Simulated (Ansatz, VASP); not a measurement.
# Two plane-wave programs on Na4Y3N

```
Na Y N
1.0
     6.18668    0.00000    0.00000
     0.00000    6.18668    0.00000
     0.00000    0.00000    6.18668
Na Y N
4 3 1
Direct
  0.50000 0.00000 0.00000
  0.50000 0.50000 0.50000
  0.00000 0.00000 0.50000
  0.00000 0.50000 0.00000
  0.00000 0.50000 0.50000
  0.50000 0.00000 0.50000
  0.50000 0.50000 0.00000
  0.00000 0.00000 0.00000
```

Change from the starting cell: species swapped into the LiMg3O4 type (Pm-3m, No. 221).

Alike in both runs: functional PBE; k mesh 4 × 4 × 4; occupations gaussian, width 0.1 eV; no spin polarisation.

Ansatz relaxed the structure, and its values are those at the end. VASP's run is a single point on that final structure, the one shown.

```csv
,VASP,Ansatz
version,VASP 6.6.1,Ansatz 0.2.0
potentials or method,"VASP PAW PBE potentials, release 64 (Na_pv, Y_sv, N)","scalar-relativistic, plane waves, PAW"
plane-wave cutoff (eV),520,420
valence electrons in the cell,66,74
```

```tsv
	VASP	Ansatz	Ansatz less VASP
gap on the k mesh at the Fermi level (eV)	none	none	-
pressure (GPa)	0.0	0.0	0.00
```

A gap of «none» marks a metal or a gap that the smearing closes. The two sets of potentials don't hold the same shells in valence.
